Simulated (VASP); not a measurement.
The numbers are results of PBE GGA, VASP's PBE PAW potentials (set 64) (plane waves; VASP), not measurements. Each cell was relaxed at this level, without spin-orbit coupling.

Q: Which of these comes out without a gap?
(A) SiC, P6_3mc (186)
(B) GaSb, F-43m (216)
(C) GaN, P6_3mc (186)
(D) TlCl, Pm-3m (221)

A: B, GaSb, F-43m (216). The others have gaps of 2.22 eV (SiC, P6_3mc (186)), 2.19 eV (TlCl, Pm-3m (221)), 1.72 eV (GaN, P6_3mc (186)).
